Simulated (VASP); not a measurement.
Given:

```
PtS2
1.0
   14.30101     0.00000     0.00000
   -7.15050    12.38504     0.00000
    0.00000     0.00000    12.76356
Pt S
32 64
Direct
  0.00000   0.00000   0.00000
  0.00000   0.00000   0.50000
  0.00000   0.25000   0.00000
  0.00000   0.25000   0.50000
  0.00000   0.50000   0.00000
  0.00000   0.50000   0.50000
  0.00000   0.75000   0.00000
  0.00000   0.75000   0.50000
  0.25000   0.00000   0.00000
  0.25000   0.00000   0.50000
  0.25000   0.25000   0.00000
  0.25000   0.25000   0.50000
  0.25000   0.50000   0.00000
  0.25000   0.50000   0.50000
  0.25000   0.75000   0.00000
  0.25000   0.75000   0.50000
  0.50000   0.00000   0.00000
  0.50000   0.00000   0.50000
  0.50000   0.25000   0.00000
  0.50000   0.25000   0.50000
  0.50000   0.50000   0.00000
  0.50000   0.50000   0.50000
  0.50000   0.75000   0.00000
  0.50000   0.75000   0.50000
  0.75000   0.00000   0.00000
  0.75000   0.00000   0.50000
  0.75000   0.25000   0.00000
  0.75000   0.25000   0.50000
  0.75000   0.50000   0.00000
  0.75000   0.50000   0.50000
  0.75000   0.75000   0.00000
  0.75000   0.75000   0.50000
  0.16667   0.08333   0.40378
  0.08333   0.16667   0.09622
  0.16667   0.08333   0.90378
  0.08333   0.16667   0.59622
  0.16667   0.33333   0.40378
  0.08333   0.41667   0.09622
  0.16667   0.33333   0.90378
  0.08333   0.41667   0.59622
  0.16667   0.58333   0.40378
  0.08333   0.66667   0.09622
  0.16667   0.58333   0.90378
  0.08333   0.66667   0.59622
  0.16667   0.83333   0.40378
  0.08333   0.91667   0.09622
  0.16667   0.83333   0.90378
  0.08333   0.91667   0.59622
  0.41667   0.08333   0.40378
  0.33333   0.16667   0.09622
  0.41667   0.08333   0.90378
  0.33333   0.16667   0.59622
  0.41667   0.33333   0.40378
  0.33333   0.41667   0.09622
  0.41667   0.33333   0.90378
  0.33333   0.41667   0.59622
  0.41667   0.58333   0.40378
  0.33333   0.66667   0.09622
  0.41667   0.58333   0.90378
  0.33333   0.66667   0.59622
  0.41667   0.83333   0.40378
  0.33333   0.91667   0.09622
  0.41667   0.83333   0.90378
  0.33333   0.91667   0.59622
  0.66667   0.08333   0.40378
  0.58333   0.16667   0.09622
  0.66667   0.08333   0.90378
  0.58333   0.16667   0.59622
  0.66667   0.33333   0.40378
  0.58333   0.41667   0.09622
  0.66667   0.33333   0.90378
  0.58333   0.41667   0.59622
  0.66667   0.58333   0.40378
  0.58333   0.66667   0.09622
  0.66667   0.58333   0.90378
  0.58333   0.66667   0.59622
  0.66667   0.83333   0.40378
  0.58333   0.91667   0.09622
  0.66667   0.83333   0.90378
  0.58333   0.91667   0.59622
  0.91667   0.08333   0.40378
  0.83333   0.16667   0.09622
  0.91667   0.08333   0.90378
  0.83333   0.16667   0.59622
  0.91667   0.33333   0.40378
  0.83333   0.41667   0.09622
  0.91667   0.33333   0.90378
  0.83333   0.41667   0.59622
  0.91667   0.58333   0.40378
  0.83333   0.66667   0.09622
  0.91667   0.58333   0.90378
  0.83333   0.66667   0.59622
  0.91667   0.83333   0.40378
  0.83333   0.91667   0.09622
  0.91667   0.83333   0.90378
  0.83333   0.91667   0.59622
```

These are PBE GGA, VASP's PBE PAW potentials (set 64) (plane waves; VASP) values and carry that method's errors. Numerical set-up: PREC = Normal, LREAL = Auto, 400 eV cut-off, 1×1×1 Γ-centred mesh, Gaussian smearing of 0.050 eV, potentials Pt S.

The supercell is sampled at Γ alone, which is coarse: total energies, pressure and levels can be off, energies of defects by several tenths of an eV.

**Question.** Predict the energy per atom (σ→0).

**Answer.** 
| Item | Result |
|---|---|
| energy per atom (σ→0) | -5145 meV/atom |

Only differences to runs with the same potentials and settings are physical.

The cell is a supercell, built from a database entry that may be metastable or hypothetical.
